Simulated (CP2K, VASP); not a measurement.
A VASP calculation is set up with these files.

INCAR:
```
SYSTEM = LiBr
PREC = Accurate
ENCUT = 400
EDIFF = 1E-6
NELM = 100
ALGO = Normal
LREAL = .FALSE.
LASPH = .TRUE.
ISMEAR = -1
SIGMA = 0.05
GGA = PE
LMAXMIX = 4
LWAVE = .FALSE.
LCHARG = .FALSE.
ISIF = 2
```

File KPOINTS:
```
Automatic mesh
0
Gamma
10 10 10
0 0 0
```

**POSCAR**
```
LiBr
1
    0.0000000000     2.7500000000     2.7500000000
    2.7500000000     0.0000000000     2.7500000000
    2.7500000000     2.7500000000     0.0000000000
Li Br
1 1
Direct
  0.0000000000   0.0000000000   0.0000000000
  0.5000000000   0.5000000000   0.5000000000
```

POTCAR, in this order: Li_sv Br (PBE.64 set). Program: vasp_std.

### Question
Write an input for CP2K that does the same calculation.

### Answer
One input that does it (PBE, GPW, DZVP-MOLOPT-PBE-GTH basis, GTH-PBE potentials (POTENTIAL_UZH)):
```
&GLOBAL
  PROJECT libr
  RUN_TYPE ENERGY_FORCE
  PRINT_LEVEL MEDIUM
&END GLOBAL
&FORCE_EVAL
  METHOD Quickstep
  STRESS_TENSOR ANALYTICAL
  &DFT
    BASIS_SET_FILE_NAME BASIS_MOLOPT_UZH
    POTENTIAL_FILE_NAME POTENTIAL_UZH
    &QS
      METHOD GPW
      EPS_DEFAULT 1E-10
    &END QS
    &MGRID
      CUTOFF 400
      REL_CUTOFF 40
      NGRIDS 5
    &END MGRID
    &SCF
      SCF_GUESS ATOMIC
      EPS_SCF 1E-7
      MAX_SCF 100
      ADDED_MOS 4
      &DIAGONALIZATION
        ALGORITHM STANDARD
      &END DIAGONALIZATION
      &MIXING
        METHOD BROYDEN_MIXING
        ALPHA 0.4
        NBUFFER 8
      &END MIXING
      &SMEAR ON
        METHOD FERMI_DIRAC
        ELECTRONIC_TEMPERATURE [K] 580.23
      &END SMEAR
    &END SCF
    &KPOINTS
      SCHEME MONKHORST-PACK 10 10 10
      GAMMA_CENTERED T
    &END KPOINTS
    &XC
      &XC_FUNCTIONAL PBE
      &END XC_FUNCTIONAL
    &END XC
    &PRINT
      &MO
        EIGENVALUES T
        OCCUPATION_NUMBERS T
        NDIGITS 8
        FILENAME mo
        &EACH
          QS_SCF 0
        &END EACH
        ADD_LAST NUMERIC
      &END MO
      &MULLIKEN ON
      &END MULLIKEN
    &END PRINT
  &END DFT
  &SUBSYS
    &CELL
      A 3.88908700 0.00000000 0.00000000
      B 1.94454400 3.36804800 0.00000000
      C 1.94454400 1.12268300 3.17542600
      PERIODIC XYZ
    &END CELL
    &COORD
      SCALED
      Li       0.00000000     0.00000000     0.00000000
      Br       0.50000000     0.50000000     0.50000000
    &END COORD
    &KIND Li
      BASIS_SET DZVP-MOLOPT-PBE-GTH-q3
      POTENTIAL GTH-PBE-q3
    &END KIND
    &KIND Br
      BASIS_SET DZVP-MOLOPT-PBE-GTH-q7
      POTENTIAL GTH-PBE-q7
    &END KIND
  &END SUBSYS
  &PRINT
    &FORCES ON
    &END FORCES
    &STRESS_TENSOR ON
    &END STRESS_TENSOR
  &END PRINT
&END FORCE_EVAL
```
Both are inputs of real runs that ended normally. What can't carry over is the choice of potentials or basis and its cut-off, and each code's defaults.

The structure is a typed LiBr crystal (Fm-3m). The cell was not relaxed at this level, and it may have been scaled.
